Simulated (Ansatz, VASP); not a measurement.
**CuH12C6N2O8 (CuH12C6N2O8 (P-1)): VASP beside Ansatz**

Wanted: the spread between two codes on one cell, functional and k mesh. The cell is taken from a series of runs on this material, whose earlier steps may have relaxed, scaled, displaced or heated it; both programs get it as it stands.

Method: plane waves, with VASP 6.6.1 beside it; single point at PBEsol, in Ansatz 0.2.0.

**1. Set-up**

The cell holds 116 atoms: 4 Cu, 48 H, 24 C, 8 N and 32 O. Its edges and angles: a = 9.641 Å, b = 13.089 Å, c = 8.709 Å, α = 87.4°, β = 88.6°, γ = 74.9°. It derives from CuH12C6N2O8 (P-1), repeated 2×2×1. As first built, before any earlier steps moved the atoms (in the runner's words): CuH12C6N2O8, space group P-1, measured structure (Crystallography Open Database), 2 x 2 x 1 conventional cells; positions as measured; bonds to H set to neutron lengths (C-H 1.089, N-H 1.015, O-H 0.983, B-H 1.19 A) where the measured ones are shorter.

**2. VASP: single point, PBEsol**

With cell and atoms fixed, the geometry can't cause a difference; cores, projectors, grids and the points listed under the comparison can.

Lines of VASP's logs that name or quote its potential files are left out, and so is its time.

The input, INCAR:

```
SYSTEM = CuH12C6N2O8
PREC = Accurate
ENCUT = 520
EDIFF = 1E-06
NELM = 120
ISMEAR = -1
SIGMA = 0.025
LREAL = Auto
ALGO = Normal
GGA = PS
NBANDS = 304
LASPH = .TRUE.
LORBIT = 11
LWAVE = .FALSE.
LCHARG = .FALSE.
ISIF = 2
GGA_COMPAT = .FALSE.
NCORE = 4
```

The input, POSCAR:

```
CuH12C6N2O8
1.0
    9.6408000000      0.0000000000      0.0000000000
    3.4012400000     12.6397800000      0.0000000000
    0.2181000000      0.3484000000      8.6995000000
Cu H C N O
4 48 24 8 32
Direct
    0.0000000000      0.0000000000      0.0000000000
    0.0000000000      0.5000000000      0.0000000000
    0.5000000000      0.0000000000      0.0000000000
    0.5000000000      0.5000000000      0.0000000000
    0.2810500000      0.4364500000      0.2275000000
    0.2189500000      0.0635500000      0.7725000000
    0.3164800000      0.1005500000      0.4839700000
    0.1835200000      0.3994500000      0.5160300000
    0.3647200000      0.2209600000      0.4404000000
    0.1352800000      0.2790400000      0.5596000000
    0.4940300000      0.1091800000      0.5184900000
    0.0059700000      0.3908200000      0.4815100000
    0.2623300000      0.3391700000      0.0361200000
    0.2376700000      0.1608300000      0.9638800000
    0.1474300000      0.3199900000      0.1595500000
    0.3525700000      0.1800100000      0.8404500000
    0.2810500000      0.9364500000      0.2275000000
    0.2189500000      0.5635500000      0.7725000000
    0.3164800000      0.6005500000      0.4839700000
    0.1835200000      0.8994500000      0.5160300000
    0.3647200000      0.7209600000      0.4404000000
    0.1352800000      0.7790400000      0.5596000000
    0.4940300000      0.6091800000      0.5184900000
    0.0059700000      0.8908200000      0.4815100000
    0.2623300000      0.8391700000      0.0361200000
    0.2376700000      0.6608300000      0.9638800000
    0.1474300000      0.8199900000      0.1595500000
    0.3525700000      0.6800100000      0.8404500000
    0.7810500000      0.4364500000      0.2275000000
    0.7189500000      0.0635500000      0.7725000000
[... 80 atom lines left out ...]
    0.5907500000      0.7197000000      0.2472300000
    0.9092500000      0.7803000000      0.7527700000
    0.5800500000      0.6148500000      0.0549900000
    0.9199500000      0.8851500000      0.9450100000
    0.6978000000      0.8721500000      0.1194600000
    0.8022000000      0.6278500000      0.8805400000
```

The input, KPOINTS:

```
Automatic mesh
0
Gamma
1 1 1
0 0 0
```

The projector-augmented-wave data sets are Cu, H, C, N and O (PBE family, release 64).

The run is started by

```console
$ mpirun -np 16 vasp_gam
```

Numbers of over 12 decimals in the logs are rounded to 6 here.

Output:

```text
[banner, memory and clock lines left out]
running   16 mpi-ranks, on    1 nodes
[...]
|                                                                             |
|               ----> ADVICE to this user running VASP <----                  |
|                                                                             |
|     You enforced a specific xc type in the INCAR file but a different       |
|     [... a line on the potential file left out ...]
|     I HOPE YOU KNOW WHAT YOU ARE DOING!                                     |
|                                                                             |

 LDA part: xc-table for (Slater+PW92), standard interpolation
 POSCAR, INCAR and KPOINTS ok, starting setup
[...]
entering main loop
       N       E                     dE             d eps       ncg     rms          rms(c)
DAV:   1     0.697035950371E+04    0.69704E+04   -0.18573E+05   608   0.155E+03
DAV:   2     0.453578269532E+03   -0.65168E+04   -0.59245E+04   792   0.445E+02
DAV:   3    -0.684863170408E+03   -0.11384E+04   -0.10716E+04   680   0.208E+02
DAV:   4    -0.777632809847E+03   -0.92770E+02   -0.87637E+02   808   0.641E+01
[...]
DAV:  19    -0.707371082330E+03    0.59968E-04   -0.19187E-04   920   0.125E-01    0.516E-03
DAV:  20    -0.707371084613E+03   -0.22831E-05   -0.25547E-05   896   0.161E-02    0.491E-03
DAV:  21    -0.707371084601E+03    0.11991E-07   -0.35262E-06   608   0.123E-02
   1 F= -.70737108E+03 E0= -.70732617E+03  d E =-.898194E-01
```

Parts of OUTCAR (step 2):

```text
  FREE ENERGIE OF THE ION-ELECTRON SYSTEM (eV)
  ---------------------------------------------------
  free  energy   TOTEN  =      -707.3710846010 eV

  energy  without entropy=     -707.2812652087  energy(sigma->0) =     -707.32617490
```

This run has no spin polarisation, so a moment on Cu, if there is one, isn't seen.

(Continued in part 2 of 2.)

[Lines on the potential files, build, host, timing and source positions are cut from VASP's logs without a mark.]

[Logs are printed without paths, hosts, clocks, repeated set-up lines and the standing remarks that a program may print on its own settings, such as how far it seeks lower states.]

[Hosts, paths, dates, database ids (printed as entryN), source tags and the programs' standing remarks are cut or masked in the printed files.]
